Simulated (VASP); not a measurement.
An input for Quantum ESPRESSO's pw.x (written as the equivalent of a VASP run, and not itself run):

```
&CONTROL
  calculation = 'vc-relax'
  pseudo_dir = './pseudo'
  outdir = './out'
  tprnfor = .true.
  tstress = .true.
  nstep = 30
  forc_conv_thr = 0.00039
/
&SYSTEM
  ibrav = 0
  nat = 6
  ntyp = 2
  ecutwfc = 94
  occupations = 'smearing'
  smearing = 'methfessel-paxton'
  degauss = 0.00735
  input_dft = 'vdw-df-obk8'
  nspin = 2
  starting_magnetization(1) = 0.21
  starting_magnetization(2) = -0.01
/
&ELECTRONS
  conv_thr = 7.3e-09
  electron_maxstep = 100
/
&IONS
/
&CELL
  cell_dofree = 'shape'
/
ATOMIC_SPECIES
  Cr 51.996 Cr.upf
  O 15.999 O.upf
CELL_PARAMETERS angstrom
     4.4705293    0.0000000    0.0000000
     0.0000000    4.4705293    0.0000000
     0.0000000    0.0000000    2.9507929
ATOMIC_POSITIONS crystal
  Cr   0.0000000  0.0000000  0.0000000
  Cr   0.5000000  0.5000000  0.5000000
  O    0.3029540  0.3029540  0.0000000
  O    0.8029540  0.1970460  0.5000000
  O    0.1970460  0.8029540  0.5000000
  O    0.6970460  0.6970460  0.0000000
K_POINTS automatic
  7 7 10 0 0 0
```

Q: Write the VASP files for the same calculation (optB88-vdW).

A: This is not unique; one that fits is 
**INCAR**
```
! general
SYSTEM  =CrO2
PREC    =Accurate
ENCUT   =520   ! plane-wave cut-off (eV)
LREAL   =.False.   ! projection in real space or not
LASPH   =.True.

! electronic loop
EDIFF   =1E-7
NELM    =100   ! most electronic steps
ALGO    =Normal   ! blocked Davidson
LMAXMIX =4   ! l cut-off of mixed one-centre charges

! smearing
ISMEAR  =1   ! Methfessel-Paxton
SIGMA   =0.1

! functional
GGA     =BO
LUSE_VDW=.True.
AGGAC   =0.0
PARAM1  =0.1833333333
PARAM2  =0.22

! spin
ISPIN   =2
MAGMOM  =2*2.1 4*-0.1

! ions
IBRION  =2   ! conjugate gradients
NSW     =30   ! most ionic steps
ISIF    =4   ! ions and shape, fixed volume
EDIFFG  =-0.01   ! ionic stop

! output
LWAVE   =.False.
LCHARG  =.False.
LORBIT  =10
```

File KPOINTS:
```
Regular mesh
0
Gamma
7 7 10
0 0 0
```

### POSCAR
```
CrO2
1.0
  4.4705292629   0.0000000000   0.0000000000
  0.0000000000   4.4705292629   0.0000000000
  0.0000000000   0.0000000000   2.9507929034
Cr O
2 4
direct
  0.0000000000   0.0000000000   0.0000000000
  0.5000000000   0.5000000000   0.5000000000
  0.3029539938   0.3029539938   0.0000000000
  0.8029539938   0.1970460062   0.5000000000
  0.1970460062   0.8029539938   0.5000000000
  0.6970460062   0.6970460062   0.0000000000
```

POTCAR, in this order: Cr_pv O (PBE.64 set). Program: vasp_std.

What does not carry over: the potentials are each code's own (VASP's PAW set, PseudoDojo norm-conserving files in pw.x), so ENCUT and ecutwfc are chosen apart and not converted; conv_thr bounds pw.x's estimated SCF error, while EDIFF bounds the energy change between steps; starting_magnetization is a fraction of the valence charge and MAGMOM a moment in μB, so they match only roughly; forc_conv_thr acts on force components and is met together with etot_conv_thr.

The compound is CrO2 in the rutile structure. This cell is one point of a volume scan, at 1.03 of the reference volume. Symmetry was kept, so distortions that lower it aren't found.
